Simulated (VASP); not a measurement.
Output of a VASP run:

File OSZICAR:
```
       N       E                     dE             d eps       ncg     rms          rms(c)
DAV:   1     0.127581192950E+03    0.12758E+03   -0.11266E+04  4890   0.150E+03
DAV:   2    -0.213880258248E+02   -0.14897E+03   -0.14700E+03  5555   0.363E+02
DAV:   3    -0.256406636261E+02   -0.42526E+01   -0.41511E+01  6500   0.524E+01
DAV:   4    -0.256747395589E+02   -0.34076E-01   -0.34031E-01  5688   0.531E+00
DAV:   5    -0.256751427421E+02   -0.40318E-03   -0.40317E-03  6500   0.592E-01    0.256E+01
DAV:   6    -0.249142578955E+02    0.76088E+00   -0.45728E+00  5877   0.160E+01    0.880E+00
DAV:   7    -0.248328810221E+02    0.81377E-01   -0.30258E-01  5506   0.329E+00    0.462E+00
DAV:   8    -0.248105292334E+02    0.22352E-01   -0.46521E-02  6360   0.194E+00    0.309E-01
DAV:   9    -0.248101292296E+02    0.40000E-03   -0.12890E-03  5814   0.298E-01    0.180E-01
DAV:  10    -0.248100557500E+02    0.73480E-04   -0.32736E-04  6101   0.183E-01    0.349E-02
DAV:  11    -0.248100495370E+02    0.62130E-05   -0.38922E-05  6136   0.521E-02    0.144E-02
DAV:  12    -0.248100494450E+02    0.92085E-07   -0.16179E-06  4197   0.942E-03
   1 F= -.24810049E+02 E0= -.24804818E+02  d E =-.104619E-01
```

### OUTCAR
```
------------------------ aborting loop because EDIFF is reached ----------------------------------------
  FORCE on cell =-STRESS in cart. coord.  units (eV):
  Direction    XX          YY          ZZ          XY          YZ          ZX
  --------------------------------------------------------------------------------------
  Total        0.9979931      0.9979931      1.0179419      0.0000000      0.0000000     -0.0000000
  in kB       39.6365922     39.6365922     40.4288814      0.0000000      0.0000000     -0.0000000
  external PRESSURE =      39.9006886 kB  Pullay stress =       0.0000000 kB
  volume of cell :       40.34
      direct lattice vectors                 reciprocal lattice vectors
    -1.605000000  1.605000000  3.915000000     0.000000000  0.311526480  0.127713921
     1.605000000 -1.605000000  3.915000000     0.311526480  0.000000000  0.127713921
     1.605000000  1.605000000 -3.915000000     0.311526480  0.311526480  0.000000000
 POSITION                                       TOTAL-FORCE (eV/Angst)
 -----------------------------------------------------------------------------------
      0.00000      0.00000      5.20695        -0.000000     -0.000000      0.130041
      0.00000      0.00000      2.62305         0.000000      0.000000     -0.130041
      0.00000      0.00000      0.00000         0.000000      0.000000      0.000000
 -----------------------------------------------------------------------------------
    total drift:                                0.000000      0.000000     -0.000000
  FREE ENERGIE OF THE ION-ELECTRON SYSTEM (eV)
  ---------------------------------------------------
  free  energy   TOTEN  =       -24.8100494450 eV

  energy  without entropy=      -24.7995874965  energy(sigma->0) =      -24.80481847
```
(Selected blocks of OUTCAR.)

### POSCAR
```
WSi2
1
   -1.6050000000     1.6050000000     3.9150000000
    1.6050000000    -1.6050000000     3.9150000000
    1.6050000000     1.6050000000    -3.9150000000
Si W
2 1
Direct
  0.6650000000   0.6650000000   0.0000000000
  0.3350000000   0.3350000000   0.0000000000
  0.0000000000   0.0000000000   0.0000000000
```

Question: Write an INCAR and KPOINTS that could have produced this output.

Answer: This is not unique; one that fits is the input of the run itself, PBE GGA, plane waves, VASP's PBE PAW potentials (set 64).

INCAR:
```
GGA=PE
NELM=100   # most electronic steps
ISIF=2   # forces and stress, cell fixed
LASPH=.TRUE.
ISMEAR=-1   # Fermi-Dirac
SYSTEM=WSi2
ALGO=Normal   # blocked Davidson
LREAL=.FALSE.   # projection in real space or not
ENCUT=525   # plane-wave cut-off (eV)
SIGMA=0.1   # width (eV)
LWAVE=.FALSE.
PREC=Accurate
LMAXMIX=6
EDIFF=1E-6   # SCF stop (eV)
LCHARG=.FALSE.
```

### KPOINTS
```
kpoints
0
Gamma
12 12 12
0 0 0
```

POTCAR, in this order: Si W_sv (PBE.64 set). Program: vasp_std.

The structure is a typed WSi2 crystal. The cell was not relaxed at this level. The run is one of a series of settings (ENCUT = 525 against the base run), some of them coarse on purpose.
